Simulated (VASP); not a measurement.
Input:

```
CELL_PARAMETERS angstrom
      0.00000     2.26632     2.26632
      2.26632     0.00000     2.26632
      9.07098     9.07098    -0.00569
ATOMIC_POSITIONS crystal
  Zr 0.00188 0.00188 0.99859
  Zr 0.00000 0.00000 0.25000
  Zr 0.99812 0.99812 0.50141
  N  0.50186 0.50186 0.12361
  N  0.49814 0.49814 0.37639
  N  0.49803 0.49803 0.62647
  N  0.50197 0.50197 0.87353
  Sc 0.00000 0.00000 0.75000
```

Method: PBEsol GGA, VASP's PBE PAW potentials (set 64) (plane waves; VASP). Settings: 520 eV cut-off, 13×13×4 Γ-centred mesh, tetrahedra with Blöchl corrections, potentials Zr_sv N Sc_sv.

Task: Predict the energy per atom (σ→0), band gap (on the k-mesh) with the smallest direct gap where there is one.

Result: 
| Item | Value |
|---|---|
| band gap (on the k-mesh) | none (metal, semimetal or under 0.01 eV) |
| energy per atom (σ→0) | -10.518 eV/atom |

The absolute energy has meaning only against runs of the same code, potentials and settings.

The structure was generated: ScZr3N4 was put into an ordered model structure (R-3m), which need not be its known phase. It was relaxed first. The electron count is odd and the run is not spin-polarised, which forces a metal.
